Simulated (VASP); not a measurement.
**Al2Pt: formation energy of a vacancy on the Al site**

Wanted: what a vacancy on the Al site costs in Al2Pt and how the lattice relaxes round it. The start is a cell from a database of measured crystal structures.

Calculated with VASP 6.6.1; PBEsol; plane waves and PAW (Pt, Al), in the first sound run; inputs show where later runs differ.

The database entry behind the starting cell differs from later determinations by our own check (0.1 to 0.3 % short, probably kX units), so it need not match the best structure at ambient conditions.

**1. The host crystal**

It takes space group Fm-3m (No. 225, cubic). Conventional cell: a = 5.910 Å, b = 5.910 Å, c = 5.910 Å, α = 90.00°, β = 90.00°, γ = 90.00°. Pt has 8 Al at 2.56 Å nearest. Nearest to Al lie 4 Pt at 2.56 Å. Farther neighbours are not listed.

**2. Relaxing the host crystal**

The later steps need the crystal at this functional's own lattice; a raised cutoff keeps the stress reliable while the cell changes.

Contents of INCAR:

```
SYSTEM = Al2Pt
PREC = Accurate
ENCUT = 350
EDIFF = 1E-06
NELM = 120
ISMEAR = 1
SIGMA = 0.15
LREAL = .FALSE.
ALGO = Normal
GGA = PS
NBANDS = 14
LASPH = .TRUE.
LORBIT = 11
LWAVE = .FALSE.
LCHARG = .FALSE.
KPAR = 4
IBRION = 2
NSW = 40
ISIF = 3
EDIFFG = -0.02
POTIM = 0.4
```

Contents of POSCAR:

```
Al2Pt
1.0
    0.0000000000      2.9550000000      2.9550000000
    2.9550000000      0.0000000000      2.9550000000
    2.9550000000      2.9550000000      0.0000000000
Pt Al
1 2
Direct
    0.0000000000      0.0000000000      0.0000000000
    0.7500000000      0.7500000000      0.7500000000
    0.2500000000      0.2500000000      0.2500000000
```

Contents of KPOINTS:

```
Automatic mesh
0
Gamma
7 7 7
0 0 0
```

PAW data sets: Pt and Al (PBE family, release 64).

Command:

```sh
$ mpirun -np 4 vasp_std
```

Log:

```text
[banner, memory and clock lines left out]
running    4 mpi-ranks, on    1 nodes
 distrk:  each k-point on    1 cores,    4 groups
 distr:  one band on    1 cores,    1 groups

 POSCAR found type information on POSCAR PtAl
 POSCAR found :  2 types and       3 ions
|                                                                             |
|               ----> ADVICE to this user running VASP <----                  |
|                                                                             |
|     You enforced a specific xc type in the INCAR file but a different       |
|     [... a line on the potential file left out ...]
|     I HOPE YOU KNOW WHAT YOU ARE DOING!                                     |
|                                                                             |

 LDA part: xc-table for (Slater+PW92), standard interpolation
 POSCAR, INCAR and KPOINTS ok, starting setup
 FFT: planning ... GRIDC
 FFT: planning ... GRID_SOFT
 FFT: planning ... GRID
 WAVECAR not read
 entering main loop
       N       E                     dE             d eps       ncg     rms          rms(c)
DAV:   1     0.340046523218E+02    0.34005E+02   -0.52068E+03   584   0.691E+02
DAV:   2    -0.172867498982E+02   -0.51291E+02   -0.45849E+02   658   0.143E+02
DAV:   3    -0.184039539093E+02   -0.11172E+01   -0.11098E+01   730   0.209E+01
DAV:   4    -0.184119483443E+02   -0.79944E-02   -0.79938E-02   650   0.213E+00
DAV:   5    -0.184120757507E+02   -0.12741E-03   -0.12741E-03   722   0.275E-01    0.889E+00
DAV:   6    -0.178860924670E+02    0.52598E+00   -0.22843E+00   632   0.139E+01    0.220E+00
DAV:   7    -0.177911694024E+02    0.94923E-01   -0.17762E-01   614   0.399E+00    0.165E+00
DAV:   8    -0.177531120845E+02    0.38057E-01   -0.33015E-02   652   0.150E+00    0.264E-01
DAV:   9    -0.177528854890E+02    0.22660E-03   -0.15964E-03   710   0.347E-01    0.169E-01
DAV:  10    -0.177529401749E+02   -0.54686E-04   -0.19506E-04   656   0.111E-01    0.191E-02
DAV:  11    -0.177529356833E+02    0.44916E-05   -0.14823E-05   698   0.374E-02    0.809E-03
DAV:  12    -0.177529357960E+02   -0.11276E-06   -0.14467E-06   502   0.820E-03
   1 F= -.17752936E+02 E0= -.17751721E+02  d E =-.177529E+02
 curvature:   0.00 expect dE= 0.000E+00 dE for cont linesearch  0.000E+00
 trial: gam= 0.00000 g(F)=  0.823E-45 g(S)=  0.512E-02 ort = 0.000E+00 (trialstep = 0.100E+01)
 search vector abs. value=  0.512E-02
 bond charge predicted
       N       E                     dE             d eps       ncg     rms          rms(c)
DAV:   1    -0.177852516979E+02   -0.32316E-01   -0.40796E-01   608   0.602E+00    0.114E+00
DAV:   2    -0.177559964981E+02    0.29255E-01   -0.13969E-01   626   0.365E+00    0.314E-01
DAV:   3    -0.177539768448E+02    0.20197E-02   -0.66623E-03   620   0.799E-01    0.864E-02
DAV:   4    -0.177537721647E+02    0.20468E-03   -0.66977E-04   626   0.135E-01    0.326E-02
DAV:   5    -0.177537711382E+02    0.10266E-05   -0.82905E-05   662   0.877E-02    0.209E-02
DAV:   6    -0.177537740895E+02   -0.29514E-05   -0.16132E-05   602   0.320E-02    0.237E-03
DAV:   7    -0.177537739774E+02    0.11215E-06   -0.39109E-07   324   0.565E-03
   2 F= -.17753774E+02 E0= -.17752459E+02  d E =-.838181E-03
 trial-energy change:   -0.000838  1 .order   -0.000728   -0.005123    0.003667
 step:   0.6009(harm=  0.5828)  dis= 0.00000  next Energy=   -17.754499 (dE=-0.156E-02)
 bond charge predicted
       N       E                     dE             d eps       ncg     rms          rms(c)
DAV:   1    -0.177595134143E+02   -0.57393E-02   -0.64963E-02   608   0.240E+00    0.441E-01
DAV:   2    -0.177548479225E+02    0.46655E-02   -0.21937E-02   620   0.145E+00    0.121E-01
DAV:   3    -0.177545465084E+02    0.30141E-03   -0.99269E-04   608   0.307E-01    0.385E-02
DAV:   4    -0.177545092400E+02    0.37268E-04   -0.10046E-04   620   0.515E-02    0.136E-02
DAV:   5    -0.177545087334E+02    0.50659E-06   -0.12545E-05   668   0.340E-02    0.854E-03
DAV:   6    -0.177545083438E+02    0.38960E-06   -0.21935E-06   504   0.124E-02
   3 F= -.17754508E+02 E0= -.17753232E+02  d E =-.157255E-02
 curvature:  -0.29 expect dE=-0.151E-06 dE for cont linesearch -0.151E-06
 trial: gam= 0.00000 g(F)=  0.535E-46 g(S)=  0.518E-06 ort =-0.515E-04 (trialstep = 0.920E+00)
 search vector abs. value=  0.519E-06
 reached required accuracy - stopping structural energy minimisation
```

It took 6.4 s on 4 MPI ranks of Intel Xeon Platinum 8488C (Sapphire Rapids), shared host; peak memory 0.6 GiB; 24 s of CPU time.

The logs omit lines about the potential files and the build; timing stands in the text.

OUTCAR, selected parts (step 2):

```text
ion  position               nearest neighbor table
   1  0.000  0.000  0.000-   2 2.56   2 2.56   2 2.56   2 2.56   3 2.56   3 2.56   3 2.56   3 2.56

  LATTYP: Found a face centered cubic cell.
 ALAT       =     5.9100000000

 Subroutine GETGRP returns: Found 48 space group operations
 (whereof 48 operations were pure point group operations)

The static configuration has the point symmetry O_h .

 Found     20 irreducible k-points:

   k-points           NKPTS =     20   k-points in BZ     NKDIM =     20   number of bands    NBANDS=     14

   dimension x,y,z NGX =    28 NGY =   28 NGZ =   28
   dimension x,y,z NGXF=    56 NGYF=   56 NGZF=   56

   ENCUT  =  350.0 eV  25.72 Ry    5.07 a.u.   6.37  6.37  6.37*2*pi/ulx,y,z

   NELECT =      16.0000    total number of electrons

 k-points in reciprocal lattice and weights: Automatic mesh
   0.00000000  0.00000000  0.00000000       0.003
   0.14285714  0.00000000  0.00000000       0.023
   0.28571429  0.00000000  0.00000000       0.023
   0.42857143  0.00000000  0.00000000       0.023
   0.14285714  0.14285714  0.00000000       0.017
   0.28571429  0.14285714  0.00000000       0.070
   0.42857143  0.14285714  0.00000000       0.070
  -0.42857143  0.14285714  0.00000000       0.070
  -0.28571429  0.14285714  0.00000000       0.070
[...]
-0.42857143  0.42857143  0.14285714       0.070
  -0.28571429  0.42857143  0.14285714       0.070

 average (electrostatic) potential at core
       1 -66.4126       2 -72.0233       3 -72.0233

 E-fermi :   7.8706

 k-point     1 :       0.0000    0.0000    0.0000
  band No.  band energies     occupation
    ...
      2       2.7848      2.00000
      3       2.7848      2.00000
      4       2.7848      2.00000
      5       4.1466      2.00000
      6       4.1466      2.00000
      7      10.9489      0.00000
      8      11.6923      0.00000
      9      11.6923      0.00000
     10      11.6923      0.00000
     11      13.3648      0.00000
    ...

 k-point     2 :       0.1429    0.0000    0.0000
  band No.  band energies     occupation
    ...
      2       2.6268      2.00000
      3       2.8746      2.00000
      4       2.8746      2.00000
      5       4.1193      2.00000
      6       4.1193      2.00000
      7       9.1564     -0.00000
      8      11.0263      0.00000
      9      11.0263      0.00000
     10      11.3292      0.00000
     11      13.7457      0.00000
    ...

 k-point     3 :       0.2857    0.0000    0.0000
  band No.  band energies     occupation
    ...
      3       3.0384      2.00000
      4       3.0384      2.00000
      5       4.1544      2.00000
      6       4.1544      2.00000
      7       6.3365      2.00000
      8       9.8903     -0.00000
      9       9.8903     -0.00000
     10      11.7470      0.00000
     11      13.2840      0.00000
     12      13.3093      0.00000
    ...

  Total        0.0036650      0.0036650      0.0036650     -0.0000000      0.0000000      0.0000000
  in kB        0.1147511      0.1147511      0.1147511     -0.0000000      0.0000000      0.0000000
  external PRESSURE =       0.1147511 kB  Pullay stress =       0.0000000 kB

  energy-cutoff  :      350.00
  volume of cell :       51.17
      direct lattice vectors                 reciprocal lattice vectors
     0.000000000  2.946678089  2.946678089    -0.169682600  0.169682600  0.169682600
     2.946678089  0.000000000  2.946678089     0.169682600 -0.169682600  0.169682600
     2.946678089  2.946678089  0.000000000     0.169682600  0.169682600 -0.169682600

 POSITION                                       TOTAL-FORCE (eV/Angst)
 -----------------------------------------------------------------------------------
      0.00000      0.00000      0.00000        -0.000000      0.000000     -0.000000
      4.42002      4.42002      4.42002         0.000000     -0.000000     -0.000000
      1.47334      1.47334      1.47334        -0.000000     -0.000000      0.000000
 -----------------------------------------------------------------------------------
    total drift:                               -0.000000     -0.000000      0.000000

  FREE ENERGIE OF THE ION-ELECTRON SYSTEM (eV)
  ---------------------------------------------------
  free  energy   TOTEN  =       -17.7545083438 eV

  energy  without entropy=      -17.7506797226  energy(sigma->0) =      -17.75323214

 reached required accuracy - stopping structural energy minimisation

 total charge
# of ion       s       p       d       tot
------------------------------------------
    1        0.836   0.730   8.165   9.732
    2        0.401   0.367   0.000   0.768
    3        0.401   0.367   0.000   0.768
--------------------------------------------------
tot          1.639   1.464   8.165  11.268

[... 3 further parts left out ...]
```

CONTCAR:

```
Al2Pt
   1.00000000000000
     0.0000000000000000    2.9466780893612974    2.9466780893612974
     2.9466780893612974    0.0000000000000000    2.9466780893612974
     2.9466780893612974    2.9466780893612974    0.0000000000000000
  Pt              Al
     1     2
Direct
     0.0000000000000000    0.0000000000000000    0.0000000000000000
     0.7500000000000000    0.7500000000000000    0.7500000000000000
     0.2500000000000000    0.2500000000000000    0.2500000000000000
```

The k-mesh is coarse for a metal. The PAW data sets were made with PBE, which is usual practice but a small mismatch for other functionals. The run keeps the 48 symmetry operations of its start, so it cannot find a distortion of lower symmetry.

Step by step:

| step | energy less that of the first step (eV) | largest force (eV/Å) | pressure (GPa) | volume (Å³) |
| --- | --- | --- | --- | --- |
| 1 | 0.0000 | 0.0000 | -1.13 | 51.61 |
| 2 | -0.0008 | 0.0000 | 0.82 | 50.88 |
| 3 | -0.0016 | 0.0000 | 0.01 | 51.17 |

| conventional cell, symmetrised | before | after | change |
| --- | --- | --- | --- |
| a (Å) | 5.910 | 5.893 | -0.3 % |
| b (Å) | 5.910 | 5.893 | -0.3 % |
| c (Å) | 5.910 | 5.893 | -0.3 % |
| volume (Å³/atom) | 17.20 | 17.06 | -0.8 % |

Final coordinates:

```cif
data_structure
_symmetry_space_group_name_H-M 'P 1'
_symmetry_Int_Tables_number 1
_cell_length_a 4.1672
_cell_length_b 4.1672
_cell_length_c 4.1672
_cell_angle_alpha 60.000
_cell_angle_beta 60.000
_cell_angle_gamma 60.000
_cell_volume 51.17
loop_
_atom_site_label
_atom_site_type_symbol
_atom_site_fract_x
_atom_site_fract_y
_atom_site_fract_z
_atom_site_occupancy
Pt1 Pt 0.00000 0.00000 0.00000 1
Al2 Al 0.75000 0.75000 0.75000 1
Al3 Al 0.25000 0.25000 0.25000 1
```

This step gave:

- electronic cycles: 25
- electrons: 16
- free energy (TOTEN): -17.75 eV
- energy at zero smearing: -17.75 eV
- Fermi energy: 7.871 eV
- labelled metallic, from the levels on this mesh: yes

The run ended after 3 ionic steps, 0.002 eV below its first step, once forces and stress met EDIFFG = -0.02.

(Part 1 of 4 ends here.)

[Lines on the potential files, build, host, timing and source positions are cut from VASP's logs without a mark.]

[Logs are printed without paths, hosts, clocks, repeated set-up lines and the standing remarks that a program may print on its own settings, such as how far it seeks lower states.]

[Hosts, paths, dates, database ids (printed as entryN), source tags and the programs' standing remarks are cut or masked in the printed files.]

[In band tables of VASP the shares of atoms and orbitals are scaled to a sum of 1 inside the atoms' spheres.]

[Runs that stopped without an error message from VASP are left out.]
